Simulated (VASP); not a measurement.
Method: PBEsol GGA, VASP's PBE PAW potentials (set 64) (plane waves; VASP).

The input files of a VASP run:

### KPOINTS
```
Automatic mesh
0
Gamma
11 11 9
0 0 0
```

**INCAR**
```
ENCUT = 400   ! plane-wave cut-off (eV)
LWAVE = .FALSE.
ISMEAR = 0
LEPSILON = .TRUE.
NSW = 1
SIGMA = 0.01
EDIFF = 1E-8   ! SCF stop (eV)
LASPH = .TRUE.   ! aspherical one-centre terms
IBRION = 8   ! DFPT with symmetry
LREAL = .FALSE.   ! projection in real space or not
ALGO = Normal   ! blocked Davidson
SYSTEM = CaAlSiH
NELM = 100
GGA = PS   ! PBEsol
LCHARG = .FALSE.
PREC = Accurate
```

### POSCAR
```
CaAlSiH
9.0489820
  0.4562694578   0.0000000000   0.0000000000
 -0.2281347289   0.3951409704   0.0000000000
  0.0000000000   0.0000000000   0.5000000080
Ca Al Si H
1 1 1 1
direct
  0.0000000000   0.0000000000   0.0051065991
  0.6666670000   0.3333330000   0.4642136185
  0.3333330000   0.6666670000   0.5642965058
  0.6666670000   0.3333330000   0.0730832766
```

POTCAR, in this order: Ca_sv Al Si H (PBE.64 set). Program: vasp_std.

Output of the run:

### OSZICAR
```
...
RMM:   9    -0.732826015919E-02    0.27380E-06   -0.53948E-07 36787   0.738E-04    0.501E-05
RMM:  10    -0.732846703124E-02   -0.20687E-06   -0.12946E-07 38643   0.416E-04    0.968E-06
RMM:  11    -0.732847545124E-02   -0.84200E-08   -0.20990E-07 39089   0.239E-04    0.531E-06
RMM:  12    -0.732846263180E-02    0.12819E-07   -0.56064E-08 36488   0.139E-04    0.758E-06
RMM:  13    -0.732843541876E-02    0.27213E-07   -0.41009E-08 37160   0.877E-05    0.200E-06
RMM:  14    -0.732843351948E-02    0.18993E-08   -0.92981E-10 38732   0.572E-05    0.230E-06
 Linear response progress:
  Degree of freedom:   4/  8
       N       E                     dE             d eps       ncg     rms          rms(c)
RMM:   1    -0.106678923045E-01   -0.10668E-01   -0.54544E-04  7338   0.718E-01
RMM:   2    -0.803877382580E-02    0.26291E-02   -0.14451E-03  6173   0.227E-01    0.614E-02
RMM:   3    -0.803087062263E-02    0.79032E-05   -0.31339E-04  6410   0.856E-02    0.335E-02
RMM:   4    -0.807801715443E-02   -0.47147E-04   -0.12177E-04  7034   0.455E-02    0.102E-02
RMM:   5    -0.808252375511E-02   -0.45066E-05   -0.23664E-05  7156   0.221E-02    0.230E-03
RMM:   6    -0.808512836710E-02   -0.26046E-05   -0.57752E-06  7687   0.896E-03    0.898E-04
RMM:   7    -0.808299697263E-02    0.21314E-05   -0.14683E-06  7586   0.435E-03    0.379E-04
RMM:   8    -0.808325968348E-02   -0.26271E-06   -0.49180E-07  7722   0.219E-03    0.214E-04
RMM:   9    -0.808302358498E-02    0.23610E-06    0.42394E-09  7757   0.118E-03    0.549E-05
RMM:  10    -0.808322312517E-02   -0.19954E-06   -0.14176E-08  8174   0.646E-04    0.496E-05
RMM:  11    -0.808318530238E-02    0.37823E-07    0.53563E-09  8238   0.365E-04    0.134E-05
RMM:  12    -0.808317864743E-02    0.66550E-08    0.11488E-08  8488   0.200E-04    0.133E-05
 Linear response progress:
  Degree of freedom:   5/  8
       N       E                     dE             d eps       ncg     rms          rms(c)
RMM:   1    -0.246509237301E-01   -0.24651E-01   -0.64047E-03 33624   0.830E-01
RMM:   2    -0.200959828812E-01    0.45549E-02   -0.25486E-03 28431   0.301E-01    0.863E-02
RMM:   3    -0.202198257565E-01   -0.12384E-03   -0.50574E-04 26850   0.113E-01    0.449E-02
RMM:   4    -0.205384196459E-01   -0.31859E-03   -0.30171E-04 29625   0.709E-02    0.108E-02
RMM:   5    -0.205174008464E-01    0.21019E-04   -0.23113E-05 30687   0.301E-02    0.267E-03
RMM:   6    -0.205411494121E-01   -0.23749E-04   -0.17223E-05 33089   0.134E-02    0.149E-03
RMM:   7    -0.205345801439E-01    0.65693E-05    0.12248E-05 36353   0.713E-03    0.728E-04
RMM:   8    -0.205364712577E-01   -0.18911E-05   -0.43532E-06 37831   0.363E-03    0.261E-04
RMM:   9    -0.205376314333E-01   -0.11602E-05    0.60340E-06 36518   0.203E-03    0.159E-04
RMM:  10    -0.205377741244E-01   -0.14269E-06    0.15222E-07 37962   0.112E-03    0.354E-05
RMM:  11    -0.205377001272E-01    0.73997E-07    0.19256E-06 37999   0.634E-04    0.480E-05
RMM:  12    -0.205377452824E-01   -0.45155E-07   -0.22664E-07 38670   0.373E-04    0.128E-05
RMM:  13    -0.205377959956E-01   -0.50713E-07    0.57978E-07 38916   0.227E-04    0.694E-06
RMM:  14    -0.205377779735E-01    0.18022E-07   -0.10892E-07 39240   0.136E-04    0.106E-05
RMM:  15    -0.205377726883E-01    0.52852E-08    0.27183E-07 37928   0.913E-05    0.768E-06
RMM:  16    -0.205377803832E-01   -0.76949E-08   -0.23447E-08 37444   0.654E-05    0.219E-06
 Linear response progress:
  Degree of freedom:   6/  8
       N       E                     dE             d eps       ncg     rms          rms(c)
RMM:   1    -0.234668732171E-01   -0.23467E-01    0.34508E-03  7224   0.860E-01
RMM:   2    -0.209075064912E-01    0.25594E-02   -0.18954E-03  6061   0.260E-01    0.493E-02
RMM:   3    -0.210063386053E-01   -0.98832E-04   -0.37827E-04  5989   0.102E-01    0.255E-02
RMM:   4    -0.211790853957E-01   -0.17275E-03   -0.15765E-04  6531   0.549E-02    0.992E-03
RMM:   5    -0.211909018145E-01   -0.11816E-04   -0.20677E-05  6509   0.257E-02    0.306E-03
RMM:   6    -0.212079966000E-01   -0.17095E-04   -0.59162E-06  7340   0.102E-02    0.135E-03
RMM:   7    -0.212057096010E-01    0.22870E-05   -0.12724E-06  7157   0.543E-03    0.359E-04
RMM:   8    -0.212066805948E-01   -0.97099E-06   -0.71893E-07  7743   0.225E-03    0.214E-04
RMM:   9    -0.212066005798E-01    0.80015E-07    0.53463E-07  7789   0.116E-03    0.717E-05
RMM:  10    -0.212068388908E-01   -0.23831E-06   -0.40598E-07  7904   0.632E-04    0.251E-05
RMM:  11    -0.212068129825E-01    0.25908E-07    0.38274E-07  8278   0.330E-04    0.170E-05
RMM:  12    -0.212068024349E-01    0.10548E-07   -0.17071E-07  8388   0.175E-04    0.156E-05
RMM:  13    -0.212067673550E-01    0.35080E-07    0.67048E-08  8128   0.104E-04    0.579E-06
RMM:  14    -0.212067545619E-01    0.12793E-07   -0.96157E-08  8251   0.651E-05    0.272E-06
RMM:  15    -0.212067544464E-01    0.11558E-09    0.11676E-09  8381   0.416E-05    0.127E-06
 Linear response progress:
  Degree of freedom:   7/  8
       N       E                     dE             d eps       ncg     rms          rms(c)
RMM:   1    -0.161204139894E-01   -0.16120E-01   -0.99633E-04 32397   0.632E-01
RMM:   2    -0.158790493383E-01    0.24136E-03   -0.76001E-04 29578   0.140E-01    0.790E-02
RMM:   3    -0.161970424493E-01   -0.31799E-03   -0.20387E-04 29007   0.664E-02    0.451E-02
RMM:   4    -0.168020774469E-01   -0.60503E-03   -0.11855E-04 28861   0.579E-02    0.397E-03
RMM:   5    -0.168446584007E-01   -0.42581E-04   -0.19669E-05 32886   0.210E-02    0.107E-03
RMM:   6    -0.168466856302E-01   -0.20272E-05   -0.56233E-06 35662   0.810E-03    0.775E-04
RMM:   7    -0.168505118315E-01   -0.38262E-05   -0.96572E-07 34862   0.428E-03    0.192E-04
RMM:   8    -0.168500991981E-01    0.41263E-06   -0.30944E-07 37211   0.207E-03    0.116E-04
RMM:   9    -0.168499418429E-01    0.15736E-06   -0.10770E-09 35837   0.113E-03    0.580E-05
RMM:  10    -0.168500277987E-01   -0.85956E-07    0.46185E-08 36918   0.624E-04    0.181E-05
RMM:  11    -0.168500624602E-01   -0.34661E-07    0.53280E-08 39123   0.322E-04    0.175E-05
RMM:  12    -0.168500676329E-01   -0.51727E-08    0.43995E-08 39140   0.176E-04    0.181E-05
 Linear response progress:
  Degree of freedom:   8/  8
       N       E                     dE             d eps       ncg     rms          rms(c)
RMM:   1    -0.179527912076E-01   -0.17953E-01   -0.76346E-03  7180   0.533E-01
RMM:   2    -0.164879074237E-01    0.14649E-02   -0.12021E-03  6356   0.163E-01    0.950E-02
RMM:   3    -0.167811458538E-01   -0.29324E-03   -0.31078E-04  5910   0.748E-02    0.533E-02
RMM:   4    -0.173823633938E-01   -0.60122E-03   -0.19601E-04  5963   0.586E-02    0.862E-03
RMM:   5    -0.174750422313E-01   -0.92679E-04   -0.24254E-05  6471   0.243E-02    0.185E-03
RMM:   6    -0.174935047421E-01   -0.18463E-04   -0.63156E-06  7469   0.900E-03    0.711E-04
RMM:   7    -0.174947391605E-01   -0.12344E-05   -0.15180E-06  7520   0.387E-03    0.269E-04
RMM:   8    -0.174957309225E-01   -0.99176E-06   -0.48715E-07  7860   0.197E-03    0.139E-04
RMM:   9    -0.174956425902E-01    0.88332E-07   -0.18184E-07  7541   0.108E-03    0.706E-05
RMM:  10    -0.174959204374E-01   -0.27785E-06   -0.11214E-07  7954   0.616E-04    0.348E-05
RMM:  11    -0.174958589146E-01    0.61523E-07   -0.20099E-08  8078   0.351E-04    0.869E-06
RMM:  12    -0.174958748392E-01   -0.15925E-07   -0.30792E-08  8354   0.198E-04    0.916E-06
RMM:  13    -0.174958844778E-01   -0.96386E-08   -0.49698E-09  8200   0.117E-04    0.441E-06
 Linear response finished
```

**OUTCAR**
```
------------------------ aborting loop because EDIFF is reached ----------------------------------------

 HEAD OF MICROSCOPIC STATIC DIELECTRIC TENSOR (INDEPENDENT PARTICLE, excluding Hartree and local field effects)
 ------------------------------------------------------
          17.232991     0.000000     0.000000
           0.000000    17.232993    -0.000000
           0.000000    -0.000000    15.879896
 ------------------------------------------------------

 MACROSCOPIC STATIC DIELECTRIC TENSOR (including local field effects in DFT)
 ------------------------------------------------------
          16.113532     0.000000     0.000000
           0.000000    16.113535     0.000000
           0.000000     0.000000    14.792796
 ------------------------------------------------------

 PIEZOELECTRIC TENSOR (including local field effects)  for field in x, y, z        (e  Angst)
          XX          YY          ZZ          XY          YZ          ZX
  --------------------------------------------------------------------------------
  x     0.00000    -0.00000     0.00000    -0.92785     0.00000    -0.27805
  y    -0.92785     0.92785     0.00000     0.00000    -0.27805    -0.00000
  z    -0.41965    -0.41965    -0.48548     0.00000     0.00000     0.00000

 PIEZOELECTRIC TENSOR (including local field effects)  for field in x, y, z        (C/m^2)
          XX          YY          ZZ          XY          YZ          ZX
  --------------------------------------------------------------------------------
  x     0.00000    -0.00000     0.00000    -0.22256     0.00000    -0.06669
  y    -0.22256     0.22256     0.00000     0.00000    -0.06669    -0.00000
  z    -0.10066    -0.10066    -0.11645     0.00000     0.00000     0.00000

 BORN EFFECTIVE CHARGES (including local field effects) (in |e|, cummulative output)
 ---------------------------------------------------------------------------------
 ion    1
    1     2.15006     0.00000    -0.00000
    2    -0.00000     2.15006     0.00000
    3     0.00000     0.00000     2.09733
 ion    2
    1     2.26206    -0.00000     0.00000
    2     0.00000     2.26206     0.00000
    3     0.00000    -0.00000     1.69947
 ion    3
    1    -2.97381     0.00000     0.00000
    2     0.00000    -2.97381     0.00000
    3     0.00000    -0.00000    -2.14635
 ion    4
    1    -1.43831    -0.00000     0.00000
    2     0.00000    -1.43831    -0.00000
    3     0.00000     0.00000    -1.65045

   1 f  =   35.356252 THz   222.149882 2PiTHz 1179.357614 cm-1   146.221643 meV
             X         Y         Z           dx          dy          dz
      0.000000  0.000000  0.023105    -0.000000    0.000000   -0.001535
      2.064389  1.191873  2.100330    -0.000000    0.000000   -0.141177
     -0.000002  2.383750  2.553155    -0.000000    0.000000   -0.046262
      2.064389  1.191873  0.330665     0.000000   -0.000000    0.988902

   2 f  =   22.565104 THz   141.780730 2PiTHz  752.690849 cm-1    93.321729 meV
             X         Y         Z           dx          dy          dz
      0.000000  0.000000  0.023105     0.000000    0.051283   -0.000000
      2.064389  1.191873  2.100330     0.000000    0.033142   -0.000000
     -0.000002  2.383750  2.553155     0.000000    0.094130   -0.000000
      2.064389  1.191873  0.330665    -0.000000   -0.993686   -0.000000

   3 f  =   22.565102 THz   141.780719 2PiTHz  752.690794 cm-1    93.321723 meV
             X         Y         Z           dx          dy          dz
      0.000000  0.000000  0.023105     0.051283   -0.000000   -0.000000
      2.064389  1.191873  2.100330     0.033142   -0.000000    0.000000
     -0.000002  2.383750  2.553155     0.094130   -0.000000   -0.000000
      2.064389  1.191873  0.330665    -0.993686    0.000000    0.000000

   4 f  =   13.351542 THz    83.890211 2PiTHz  445.359496 cm-1    55.217515 meV
             X         Y         Z           dx          dy          dz
      0.000000  0.000000  0.023105    -0.000000    0.017583    0.000000
      2.064389  1.191873  2.100330     0.000000   -0.727646    0.000000
     -0.000002  2.383750  2.553155    -0.000000    0.684472    0.000000
      2.064389  1.191873  0.330665    -0.000000    0.041477    0.000000

   5 f  =   13.351541 THz    83.890205 2PiTHz  445.359463 cm-1    55.217511 meV
             X         Y         Z           dx          dy          dz
      0.000000  0.000000  0.023105     0.017583    0.000000    0.000000
      2.064389  1.191873  2.100330    -0.727646   -0.000000    0.000000
     -0.000002  2.383750  2.553155     0.684472    0.000000    0.000000
      2.064389  1.191873  0.330665     0.041477    0.000000    0.000000

   6 f  =    7.061288 THz    44.367381 2PiTHz  235.539213 cm-1    29.203127 meV
             X         Y         Z           dx          dy          dz
      0.000000  0.000000  0.023105     0.000000    0.000000    0.519733
      2.064389  1.191873  2.100330     0.000000   -0.000000   -0.822201
     -0.000002  2.383750  2.553155     0.000000   -0.000000    0.205983
      2.064389  1.191873  0.330665    -0.000000    0.000000   -0.106935

   7 f  =    5.576471 THz    35.038004 2PiTHz  186.011067 cm-1    23.062423 meV
             X         Y         Z           dx          dy          dz
      0.000000  0.000000  0.023105     0.000000    0.000000   -0.560481
      2.064389  1.191873  2.100330    -0.000000   -0.000000   -0.152404
     -0.000002  2.383750  2.553155    -0.000000   -0.000000    0.813877
      2.064389  1.191873  0.330665    -0.000000   -0.000000    0.015446

   8 f  =    5.521252 THz    34.691050 2PiTHz  184.169144 cm-1    22.834053 meV
             X         Y         Z           dx          dy          dz
      0.000000  0.000000  0.023105    -0.000000   -0.762342   -0.000000
      2.064389  1.191873  2.100330     0.000000    0.433963   -0.000000
     -0.000002  2.383750  2.553155     0.000000    0.479674    0.000000
      2.064389  1.191873  0.330665     0.000000    0.020569    0.000000

   9 f  =    5.521252 THz    34.691047 2PiTHz  184.169131 cm-1    22.834052 meV
             X         Y         Z           dx          dy          dz
      0.000000  0.000000  0.023105    -0.762342    0.000000   -0.000000
      2.064389  1.191873  2.100330     0.433963   -0.000000   -0.000000
     -0.000002  2.383750  2.553155     0.479674   -0.000000    0.000000
...
```
(Selected blocks of OUTCAR.)

File OUTCAR:
```
 val. band max:        5.2950858337   @ k =   0.0000   0.0000   0.4444

 cond. band min:       5.4659765719   @ k =   0.0000   0.4545   0.2222


 Fermi energy:         5.4093238887

 k-point     1 :       0.0000    0.0000    0.0000
  band No.  band energies     occupation
      1     -35.5904      2.00000
      2     -16.7607      2.00000
      3     -16.6557      2.00000
      4     -16.6557      2.00000
      5      -4.9608      2.00000
      6       0.8250      2.00000
      7       3.3837      2.00000
      8       4.0953      2.00000
      9       4.0954      2.00000
     10       6.5702      0.00000
     11       7.6552      0.00000
     12       7.6552      0.00000
     13       8.7163      0.00000

 k-point     2 :       0.0909    0.0000    0.0000
  band No.  band energies     occupation
      1     -35.5899      2.00000
      2     -16.7596      2.00000
      3     -16.6631      2.00000
      4     -16.6573      2.00000
      5      -4.8687      2.00000
      6       0.7662      2.00000
      7       3.4263      2.00000
      8       3.6491      2.00000
      9       3.9933      2.00000
     10       6.8453      0.00000
     11       7.4970      0.00000
     12       7.7784      0.00000
     13       8.6943      0.00000

 k-point     3 :       0.1818    0.0000    0.0000
  band No.  band energies     occupation
      1     -35.5887      2.00000
      2     -16.7568      2.00000
      3     -16.6829      2.00000
      4     -16.6614      2.00000
      5      -4.5972      2.00000
      6       0.5178      2.00000
      7       2.9122      2.00000
      8       3.5692      2.00000
      9       3.7547      2.00000
     10       6.4121      0.00000
     11       8.0129      0.00000
     12       8.0757      0.00000
     13       8.5451      0.00000

 k-point     4 :       0.2727    0.0000    0.0000
  band No.  band energies     occupation
      1     -35.5871      2.00000
      2     -16.7531      2.00000
      3     -16.7085      2.00000
...
```

The dielectric response may not be converged in the k-mesh; for small gaps it tends to come out too large.

The structure comes from a computed database's CaAlSiH entry (P3m1); how it stands against other phases isn't given here. It was relaxed first.
